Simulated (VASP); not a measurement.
HfIn4SiO6: relaxation of cell and atoms with optB88-vdW

HfIn4SiO6:

```xyz
12
Lattice="2.7159 -4.7036 0.0083 2.7159 4.7036 0.0083 -1.8792 0.0000 7.4013" Properties=species:S:1:pos:R:3 pbc="T T T"
Hf    2.7159   -2.7125    0.0083
In    1.7763   -1.1453    3.7090
In    2.7159    0.4231    0.0083
In    1.7763    2.0313    3.7090
In    1.7763   -4.3098    3.7090
Si    2.7159    3.5589    0.0083
O    -1.1497    0.2444    6.4159
O     4.7022    0.2444    1.0021
O     1.9910   -1.2091    6.4253
O     1.5616   -1.2091    0.9927
O     1.8741    2.2355    0.9933
O     1.6785    2.2355    6.4246
```

The cell was built by a generator and needn't be a form met in nature.

| Quantity | Value |
| --- | --- |
| Program | VASP 6.6.1 |
| Task | relaxation of cell and atoms |
| Functional | optB88-vdW |
| Potentials or basis | VASP PAW PBE potentials, release 64 (Hf_pv, In_d, Si, O) |
| Cutoff | 600 eV |
| k mesh | 6 × 6 × 4 |
| Occupations | fermi-dirac, width 0.05 eV |
| Spin | no spin polarisation |
| Further INCAR settings | ALGO = Normal; EDIFF = 1e-06; IBRION = 2; EDIFFG = -0.02; NSW = 40; ISIF = 3 |

The relaxed volume is 15.47 Å³/atom and the relaxed cell is a = 5.424 Å, b = 5.424 Å, c = 7.514 Å, α = 97.10°, β = 97.10°, γ = 119.96°. The space group after relaxing (to 0.05 Å) is C2 (No. 5) and the energy gained by relaxing is 1.9 meV/atom. The ionic steps are 7. The pressure after relaxing is -0.1 GPa, the largest force after relaxing is 0.011 eV/Å and the band gap on the k mesh is none (metal or under the smearing width).

Forces on the atoms (eV/Å):
```
Hf   0.000  0.000  0.000
In   0.000 -0.002  0.000
In   0.000 -0.002  0.000
In   0.000  0.005  0.000
In   0.000 -0.003  0.000
Si   0.000 -0.001  0.000
O   -0.011  0.000 -0.001
O    0.011  0.000  0.001
O    0.006 -0.007 -0.002
O   -0.006 -0.007  0.002
O   -0.003  0.008  0.001
O    0.003  0.008 -0.001
```

Step by step:
```csv
step,energy change (eV),largest force (eV/Å),pressure (GPa),volume (Å³)
1,0.0000,0.1296,-1.32,189.24
2,-0.0090,0.2234,0.96,185.69
3,-0.0124,0.1360,0.18,186.90
4,-0.0196,0.0895,0.04,186.41
5,-0.0220,0.0823,-0.06,185.97
6,-0.0220,0.0848,-0.08,185.91
7,-0.0233,0.0112,-0.07,185.59
```

Final structure:
```
CELL_PARAMETERS angstrom
2.71373 -4.69612 0.00801
2.71373 4.69612 0.00801
-1.87817 0.00000 7.27582
ATOMIC_POSITIONS crystal
Hf 0.78827 0.21173 0.00000
In 0.62190 0.37810 0.50000
In 0.45497 0.54503 0.00000
In 0.28375 0.71625 0.50000
In 0.95831 0.04169 0.50000
Si 0.12165 0.87835 0.00000
O 0.06047 0.11337 0.86486
O 0.88663 0.93953 0.13514
O 0.79449 0.53624 0.86474
O 0.46376 0.20551 0.13526
O 0.15323 0.62860 0.13521
O 0.37140 0.84677 0.86479
```

Levels at points of the mesh, in eV from the Fermi level:
```tsv
k point	band 48	band 49	band 50	band 51	band 52	band 53	band 54	band 55
(0.00, 0.00, 0.00)	-3.80	-0.90	-0.68	-0.37	-0.18	0.00	0.04	0.40
(0.50, 0.00, 0.00)	-3.79	-3.54	-2.23	-1.97	0.97	1.48	1.81	1.97
(0.50, 0.50, 0.00)	-3.86	-3.73	-2.15	-1.77	1.03	1.48	1.66	2.03
(0.00, 0.00, 0.50)	-3.50	-1.11	-0.89	-0.69	-0.17	-0.11	-0.01	0.05
(0.50, 0.00, 0.50)	-3.54	-3.33	-2.13	-1.76	0.80	1.31	1.87	1.96
(0.50, 0.50, 0.50)	-3.45	-3.23	-2.23	-1.94	0.73	1.37	1.90	1.98
```

It took 30 min on 4 MPI ranks on Intel(R) Xeon(R) 6975P-C (Granite Rapids) (shared host), peak memory 1.5 GiB a rank.

Caveat: the PAW data sets were made with another functional, which shifts forces and pressure a little. The run has no spin-orbit coupling, so splittings on Hf are missing.
